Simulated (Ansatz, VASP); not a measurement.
# W2N: VASP beside Ansatz, part 2 of 2

Wanted: the spread between two codes on one cell, functional and k mesh. The cell is taken from a series of runs on this material, whose earlier steps may have relaxed, scaled, displaced or heated it; both programs get it as it stands.

VASP 6.6.1 and Ansatz 0.2.0.

So far: The structure; VASP: zone-centre phonons, PBE.

### Step 3. Ansatz: zone-centre phonons, PBE

Level of this step: Ansatz beside VASP: Kohn-Sham DFT, plane waves, PBE (Ansatz).

Ansatz runs on its PAW soft_1 files.

The same cell, functional, mesh and smearing now go to Ansatz, which takes its cutoff from its data sets.

Input file input.yaml:

```yaml
crystal:
  lattice:
    - [2.7796736243, 0.0, 0.0]
    - [-1.3898368121, 2.5276313714, 0.0]
    - [0.0, 0.0, 29.6237063742]
  atoms:
    - { symbol: "N", position: [0.0, 0.0, 0.3375674831] }
    - { symbol: W, position: [0.3227949963, 0.6455899925, 0.3844807159] }
    - { symbol: W, position: [0.6772050037, 0.3544100075, 0.2906542503] }
  periodic: [true, true, false]
kpoints:
  mp_grid: { grid: [18, 18, 1] }
hamiltonian:
  xc: pbe
  pseudopotentials: { kind: paw, azcp: { folder: soft_1 } }
scf:
  occupations: { method: methfessel_paxton, width: 0.2 }
output:
  eigenvalues: true
phonons:
  method: dfpt
```

The run is started by

```console
$ ansatz run input.yaml --threads 4 --pin off --max-ram 16384MiB --backend cpu --events-out ev --progress --plain --runs-dir out
```

Numbers of over 12 decimals in the logs are rounded to 6 here.

The program printed:

```text
Warning: crystal.symmetry: narrowed to the stabiliser of the run's FFT grids — unitary ops 4 → 2. A phonons.method: dfpt run fills in the rows of the dynamical matrix that it does not solve by its symmetry operations, which is exact only for operations that map its FFT grids onto themselves: filled in by any other, the frequencies could depend on the order in which like atoms are typed, or, by more than the grids' own error, on where the crystal sits among the grids' points. Excluded: 2 operations. The run can therefore solve more perturbations, solve them on more k-points, or both, and cost more. [rest of the remark cut]
Engine: ansatz 0.2.0, aarch64-unknown-linux-gnu
Pseudopotentials: kind: paw
Pseudopotential: N, paw, valence charge 5, recommended cutoff 420 eV (normal), soft_1/N.paw.azcp
Pseudopotential: W, paw, valence charge 14, recommended cutoff 420 eV (normal), soft_1/W.paw.azcp
Functional definition: PBE
  parameter kappa = 0.804
  parameter beta = 0.066725
  exchange = pbe_x(kappa = kappa, mu = beta*pi^2/3)
  correlation = pbe_c(beta = beta)
Crystal: 3 atoms, lattice volume = 208.136 Å³
Basis set: ecut = 420 eV, 4091 PW (Γ), exchange–correlation on 40×40×400 points (8 copies of the dense FFT grid, shifted against one another)
Bands: 21, of which v1, the nominal top of the filled ones, is band 17 counted from 1 (16 counted from 0)
Symmetry: 4 space group operations
k-points: 91 of 324 (irreducible under 2 space group operations, time reversal used)
Non-local potential: N, projectors of the file, l = 0: 2, l = 1: 2, l = 2: 1
Non-local potential: W, projectors of the file, l = 0: 3, l = 1: 2, l = 2: 2, l = 3: 1
PAW form: soft (Blöchl's): semilocal exchange-correlation on the pseudo side does not see the compensation charge
PAW one-centre angular grid: N, 110 points (default); XC on 64 Gauss nodes
PAW one-centre angular grid: W, 590 points (default); XC on 64 Gauss nodes
Initial density: superposition of atomic densities (neutral atoms: chi_scale 0, normalization atom)
Initial wavefunctions: pseudopotential atomic-orbital guess
Functional: x = pbe(κ = 0.804, μ = 0.219515), c = pbe(β = 0.066725)
SCF iter   1: F=—  HF=-21154.753253 eV  |F-HF|=—  |Δ(HF+E_count)|=         —  Δρ=5.34e-2  dr2=8.13e0  ethr=3.10e-3  ⟨swp⟩=11.7  Hψ=15616  notcnv=0
preconditioner: auto → LDOS  [metal: Δε(μ)=0.010 eV  Ē_g=8.246 eV  σ=0.200 eV  W_gap=0.04  n_scr=18 (ndim 8)  ℏωp=10.6 eV  f_vac=0.741  D(μ)=2.03/eV (n_scr^D=12)  β→1.0]
SCF iter   2: F=—  HF=-21153.135729 eV  |F-HF|=—  |Δ(HF+E_count)|=    1.62e0  S|Δr|=    0.00e0  Δρ=2.85e-2  dr2=1.33e0  ethr=3.10e-3  ⟨swp⟩=11.7  Hψ=24201  notcnv=0
automatic band count: the SCF goes on with 25 bands, as 21 were too few: they end inside the smearing window of the response
SCF iter   3: F=—  HF=-21152.868749 eV  |F-HF|=—  |Δ(HF+E_count)|=   2.67e-1  S|Δr|=    0.00e0  Δρ=3.61e-3  dr2=2.92e-2  ethr=3.10e-3  ⟨swp⟩=3.5  Hψ=5488  notcnv=0  defer=173
SCF iter   4: F=—  HF=-21152.874336 eV  |F-HF|=—  |Δ(HF+E_count)|=   5.59e-3  S|Δr|=    0.00e0  Δρ=1.28e-3  dr2=5.17e-3  ethr=8.85e-5  ⟨swp⟩=3.2  Hψ=4413  notcnv=0  defer=173
SCF iter   5: F=—  HF=-21152.873169 eV  |F-HF|=—  |Δ(HF+E_count)|=   1.17e-3  S|Δr|=    0.00e0  Δρ=4.61e-4  dr2=2.69e-4  ethr=1.57e-5  ⟨swp⟩=4.1  Hψ=4803  notcnv=0  defer=173
SCF iter   6: F=—  HF=-21152.873248 eV  |F-HF|=—  |Δ(HF+E_count)|=   7.91e-5  S|Δr|=    0.00e0  Δρ=1.74e-4  dr2=7.07e-5  ethr=8.15e-7  ⟨swp⟩=3.3  Hψ=4664  notcnv=0  defer=173
SCF iter   7: F=—  HF=-21152.873237 eV  |F-HF|=—  |Δ(HF+E_count)|=   1.10e-5  S|Δr|=    0.00e0  Δρ=6.13e-5  dr2=7.32e-6  ethr=2.14e-7  ⟨swp⟩=4.2  Hψ=4564  notcnv=0  defer=173
SCF iter   8: F=—  HF=-21152.873243 eV  |F-HF|=—  |Δ(HF+E_count)|=   5.99e-6  S|Δr|=    0.00e0  Δρ=1.32e-5  dr2=6.09e-7  ethr=2.22e-8  ⟨swp⟩=3.4  Hψ=4379  notcnv=0  defer=173
SCF iter   9: F=—  HF=-21152.873211 eV  |F-HF|=—  |Δ(HF+E_count)|=   3.18e-5  S|Δr|=    0.00e0  Δρ=2.70e-6  dr2=1.31e-8  ethr=1.84e-9  ⟨swp⟩=4.0  Hψ=5172  notcnv=0  defer=173
SCF iter  10: F=—  HF=-21152.873211 eV  |F-HF|=—  |Δ(HF+E_count)|=   1.30e-9  S|Δr|=    0.00e0  Δρ=6.12e-7  dr2=8.42e-10  ethr=3.98e-11  ⟨swp⟩=4.4  Hψ=5327  notcnv=0  defer=173
SCF iter  11: F=—  HF=-21152.873211 eV  |F-HF|=—  |Δ(HF+E_count)|=   2.70e-9  S|Δr|=    0.00e0  Δρ=9.46e-8  dr2=1.41e-11  ethr=2.55e-12  ⟨swp⟩=3.8  Hψ=5193  notcnv=0  defer=173
SCF iter  12: F=-21152.873211 eV  HF=-21152.873211 eV  |F-HF|=7.28e-12  |Δ(HF+E_count)|=  5.75e-10  S|Δr|=    0.00e0  Δρ=2.01e-8  dr2=5.79e-13  ethr=1.00e-12  ⟨swp⟩=25.8  Hψ=20463  notcnv=0
SCF 1 converged in 12 iterations: F = -21152.873211 eV  dr2 = 5.79e-13
  greatest PAW one-centre occupation: 0.999 electrons in one spin orbital (limit 2), on the W atom at site 2 (counted from 0), in its partial waves of l = 0
DFPT response loops at Γ: preconditioner auto → none (partly filled bands, converged f_vac=0.749); β = 0.50; Broyden in place of MSR1
SCF converged after 12 iterations
Stability not checked: this state was not tested for a lower state beside it, because cold or Methfessel-Paxton smearing, or corrected tetrahedra, fill the levels in a way that the test cannot read (fill_not_monotonic; see scf.lower_state_search)
Free energy (F): -21152.873211 eV
Harris-Foulkes:  -21152.873211 eV  (|F-HF|=7.28e-12)
Internal energy: -21152.875052 eV  (E = F + TS)
E sigma→0 (E₀):  -21152.873671 eV
Entropy (-TS):   0.001841 eV (0.614 meV/atom)
Fermi energy:    -5.188721 eV
Step filling:    the computed levels leave a gap of 0.0489 eV = 0.2 smearing widths at the electron count; against every level under it full and every level over it empty, smearing changes F+E_penalty+E_count by +1.557 meV and its σ→0 estimate by +1.097 meV
--- Per-component energies (eV) ---
  E_band       = -1034.464482
  E_kinetic    = 967.187927
  E_local      = -83165.049705  (includes V_loc(G=0)·N_el)
  E_nonlocal   = -15.317770
  E_hartree    = 41027.718112
  E_xc         = -590.832916
  E_vxc        = -532.799132  (∫ρ·V_xc dr)
  E_paw        = -17283.077280  (= ΣΔE_a)
  E_vpaw       = -343.923082  (= ΣTr[D̂ρ^β])
  E_aug_tail   = 0.001127  (compensation charges beyond the density's cutoff)
  E_ewald      = 37906.495452
  E_smearing   = 0.001841  (= −TS)
  E_closure    = 0.000000  (closes the sum)
  Σ components = -21152.873211   (vs F -21152.873211, Δ=0.00e0)
--- Band table (eV; the first three rows and the last of 91) ---
  k-point 0: bands = [... 13 lower, -6.9727, -6.6884, -6.5211, -5.9458, -5.8162, -4.9974, -4.1920, -4.0421, ... 4 higher]
  k-point 1: bands = [... 13 lower, -7.1628, -6.6862, -6.5857, -5.8325, -5.7179, -5.1804, -4.2708, -3.8129, ... 4 higher]
  k-point 2: bands = [... 13 lower, -7.6272, -6.8687, -6.4806, -5.6550, -5.4278, -5.3466, -4.4043, -3.4549, ... 4 higher]
  k-point 90: bands = [... 13 lower, -7.3597, -7.0161, -6.4572, -4.9071, -4.0118, -3.5763, -2.2131, -2.0069, ... 4 higher]
  ° read free of the cell's end (the report's vacuum.weakly_bound_levels)
--- Phonons (Γ-DFPT): 9 representative perturbations + reference, on 91 of 324 k-points (Σ response iterations 47) ---
  ASR residual: 6.835e-5 → 0.000e0 eV/Å²; symmetrization residual: 9.498e-6 eV/Å²
  The last average, over the group as it would stand without the narrowing to the FFT grids, took up to 3.200e-6 eV/Å² of the zone centre's force constants
  ASR residual per site (eV/Å²): 3.68e-5 6.81e-5 6.84e-5
  Γ frequencies (cm⁻¹): 0.00 0.00 0.00 75.05 90.79 140.61 184.34 320.39 600.22
  non-analytic LO–TO correction: not included (Born effective charges unavailable; polar crystals: no LO–TO splitting at Γ)
```

Reading the cycles: dr2 is the Hartree energy of the density residual (eV), the measure of convergence; HF is the Harris–Foulkes estimate of the energy, which meets the free energy F at convergence.

### Step 4. Differences

Known differences besides the potentials themselves: Ansatz cuts the interaction across the vacuum, VASP repeats the sheet without a dipole correction; the data sets hold 33 valence electrons in Ansatz (on its PAW soft_1 files) and 17 in VASP; the cutoff is 420 eV in Ansatz and 600 eV in VASP. Total energies have different zeros and are not compared.

Both answers:

| quantity | Ansatz | VASP | difference |
| --- | --- | --- | --- |
| optical mode 1 (cm⁻¹) | 75.0 | 77.4 | -3.03 % |
| optical mode 2 (cm⁻¹) | 90.8 | 92.5 | -1.85 % |
| optical mode 3 (cm⁻¹) | 140.6 | 142.2 | -1.10 % |
| optical mode 4 (cm⁻¹) | 184.3 | 199.6 | -7.66 % |
| optical mode 5 (cm⁻¹) | 320.4 | 333.6 | -3.96 % |
| optical mode 6 (cm⁻¹) | 600.2 | 614.0 | -2.24 % |

Modes are paired by rising frequency, not by their patterns, so a pair may set unlike modes beside each other; they are those without the splitting of longitudinal modes. Where the cell holds vacuum, a pressure given here is an average over it and none of the material.

### Step 5. What the set-up changes

Further runs change the set-up of one program: Ansatz's method, potentials or start, or VASP's data sets, cutoff or form of LDA. The table gives Ansatz less VASP for each quantity, since a change that brings one quantity closer may part another.

| run | optical mode 1 (%) | optical mode 2 (%) | optical mode 3 (%) | optical mode 4 (%) | optical mode 5 (%) | optical mode 6 (%) |
| --- | --- | --- | --- | --- | --- | --- |
| as above | -3.0 | -1.8 | -1.1 | -7.7 | -4.0 | -2.2 |
| VASP with the data sets N and W_sv | -1.3 | -0.51 | -1.0 | -4.5 | -2.2 | -0.91 |

### Step 6. What came out

```
r.m.s. difference of the optical zone-centre modes, each program's sorted by frequency (zone-centre phonons, PBE) : 10 cm⁻¹
difference in optical mode 4 (zone-centre phonons, PBE)                                                           : -7.7 %
```

**Reading.** The r.m.s. difference of the optical zone-centre modes, each program's sorted by frequency is 10 cm⁻¹ (zone-centre phonons, PBE). The data sets hold unlike numbers of valence electrons (33 in Ansatz and 17 in VASP), so part of the differences may come from the potentials. Among the rows given in per cent, the largest difference of the zone-centre phonons, PBE pair is in optical mode 4, -7.7 %. Zone-centre phonons, PBE, VASP with the data sets N and W_sv: the difference in optical mode 1 goes from -3.0 to -1.3 %; the difference in optical mode 2 goes from -1.8 to -0.51 %; the difference in optical mode 4 goes from -7.7 to -4.5 %; the difference in optical mode 5 goes from -4.0 to -2.2 %; the difference in optical mode 6 goes from -2.2 to -0.91 %. How closely two codes agree says nothing of how well the functional describes the real material.

[Lines on the potential files, build, host, timing and source positions are cut from VASP's logs without a mark.]

[Logs are printed without paths, hosts, clocks, repeated set-up lines and the standing remarks that a program may print on its own settings, such as how far it seeks lower states.]

[Hosts, paths, dates, database ids (printed as entryN), source tags and the programs' standing remarks are cut or masked in the printed files.]
